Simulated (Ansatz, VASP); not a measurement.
## Two plane-wave programs on HfAl3O4

```
Hf Al O
1.0
    -2.79858    2.79858    2.79858
     2.79858   -2.79858    2.79858
     2.79858    2.79858   -2.79858
Hf Al O
1 3 4
Direct
  0.00000 0.00000 0.00000
  0.00000 0.50000 0.50000
  0.50000 0.00000 0.50000
  0.50000 0.50000 0.00000
  0.50000 0.50000 0.50000
  0.00000 0.00000 0.50000
  0.00000 0.50000 0.00000
  0.50000 0.00000 0.00000
```

Alike in both runs: functional PBE; k mesh 4 × 4 × 4; occupations gaussian, width 0.1 eV; no spin polarisation.

Ansatz relaxed the structure, and its values are those at the end. VASP's run is a single point on that final structure, the one shown.

|  | VASP | Ansatz |
| --- | --- | --- |
| version | VASP 6.6.1 | Ansatz 0.2.0 |
| potentials or method | VASP PAW PBE potentials, release 64 (Hf_pv, Al, O) | scalar-relativistic, plane waves, PAW |
| plane-wave cutoff (eV) | 520 | 420 |
| valence electrons in the cell | 43 | 59 |

Ansatz gave:

```
gap on the k mesh at the Fermi level (eV) : none
pressure (GPa)                            : 0.0
```

Problem. Estimate VASP's values.

Solution. gap on the k mesh at the Fermi level (eV): none; pressure (GPa): -0.8.

A gap of «none» marks a metal or a gap that the smearing closes. The two sets of potentials don't hold the same shells in valence.

Caveats: the k mesh is coarse (spacing up to 0.40 Å⁻¹), so the values aren't converged; an odd number of electrons without spin polarisation forces a metal; a magnetic or distorted state may lie lower. The runs have no spin-orbit coupling, so splittings on Hf are missing.
